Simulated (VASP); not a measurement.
Input:

```xyz
2
Lattice="1.4141 -2.4493 0.0000 1.4141 2.4493 0.0000 0.0000 0.0000 4.8529" Properties=species:S:1:pos:R:3 pbc="T T T"
Cd     1.4141     0.8164     1.2132
Cd     1.4141    -0.8164     3.6397
```

Computed with LDA (Ceperley-Alder, Perdew-Zunger), VASP's LDA PAW potentials (set 64) (plane waves; VASP). Numerical set-up: 500 eV cut-off, 15×15×8 Γ-centred mesh, first-order Methfessel-Paxton smearing of 0.10 eV, potentials Cd.

Question: The ions, cell shape and volume at an external pressure of 20.0 GPa are relaxed. Predict the relaxed structure.

Answer: 
```xyz
2
Lattice="1.4401 -2.4944 0.0000 1.4401 2.4944 0.0000 0.0000 0.0000 4.6595" Properties=species:S:1:pos:R:3 pbc="T T T"
Cd     1.4401     0.8315     1.1649
Cd     1.4401    -0.8315     3.4946
```
Space group P6_3/mmc (194), at a tolerance of 0.03 Å.

Question: How do energy and volume change from the first to the last step?

Answer: The energy (σ→0) changes by +3.8 meV/atom and the volume by -0.4 %, in 7 ionic steps.

```tsv
step	E(σ→0) (eV)	max force (eV/Å)	pressure (GPa)	volume (Å³)
1	-2.6948	0.000	19.88	33.62
2	-2.6919	0.000	19.95	33.55
3	-2.6686	0.000	20.75	33.33
4	-2.6627	0.000	21.09	33.29
5	-2.6670	0.000	20.70	33.32
6	-2.7338	0.000	18.09	33.87
7	-2.6872	0.000	20.07	33.48
```

The compound is Cd in the hcp structure. This run relaxes it under an external pressure of 20 GPa. Symmetry was kept, so distortions that lower it aren't found.
